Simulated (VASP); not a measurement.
Input for VASP

File KPOINTS:
```
Automatic mesh
0
Gamma
14 14 7
0 0 0
```

**INCAR**
```
NEDOS  =  601
GGA  =  PE
LCHARG  =  .TRUE.
LASPH  =  .TRUE.
LORBIT  =  11   ! lm-projected
ALGO  =  Normal
PREC  =  Accurate
ENCUT  =  520   ! plane-wave cut-off (eV)
LWAVE  =  .FALSE.
SYSTEM  =  VN
LEFG  =  .TRUE.
EDIFF  =  1E-7
LREAL  =  .FALSE.
LMAXMIX  =  4   ! l cut-off of mixed one-centre charges
ISIF  =  2   ! forces and stress, cell fixed
ISMEAR  =  -5   ! tetrahedra, Bloechl
NELM  =  100
```

POSCAR:
```
VN
1
    2.7515174871    -0.0000000000     0.0000000000
   -1.3757587436     2.3828838699    -0.0000000000
   -0.0000000000     0.0000000000     5.3036951789
V N
2 2
Direct
  1.0000000000   1.0000000000   0.0000000000
  1.0000000000   1.0000000000   0.5000000000
  0.3333330000   0.6666670000   0.2500000000
  0.6666670000   0.3333330000   0.7500000000
```

POTCAR, in this order: V_sv N (PBE.64 set). Program: vasp_std.

**Question.** Write an equivalent input for Quantum ESPRESSO's pw.x.

**Answer.** One equivalent input (not run):
```
&CONTROL
  calculation = 'scf'
  pseudo_dir = './pseudo'
  outdir = './out'
  tprnfor = .true.
  tstress = .true.
/
&SYSTEM
  ibrav = 0
  nat = 4
  ntyp = 2
  ecutwfc = 84
  occupations = 'tetrahedra'
  input_dft = 'pbe'
/
&ELECTRONS
  conv_thr = 7.3e-09
  electron_maxstep = 100
/
ATOMIC_SPECIES
  V 50.941 V.upf
  N 14.007 N.upf
CELL_PARAMETERS angstrom
     2.7515175   -0.0000000    0.0000000
    -1.3757587    2.3828839   -0.0000000
    -0.0000000    0.0000000    5.3036952
ATOMIC_POSITIONS crystal
  V    1.0000000  1.0000000  0.0000000
  V    1.0000000  1.0000000  0.5000000
  N    0.3333330  0.6666670  0.2500000
  N    0.6666670  0.3333330  0.7500000
K_POINTS automatic
  14 14 7 0 0 0
```
Limits of the translation: the potentials are each code's own (VASP's PAW set, PseudoDojo norm-conserving files in pw.x), so ENCUT and ecutwfc are chosen apart and not converted; conv_thr bounds pw.x's estimated SCF error, while EDIFF bounds the energy change between steps; the field gradients of LEFG aren't asked of the other code.

The structure was generated: VN was put into the NiAs type type (P6_3/mmc), which need not be its known phase. It was relaxed first, which changed the volume by -36 %.
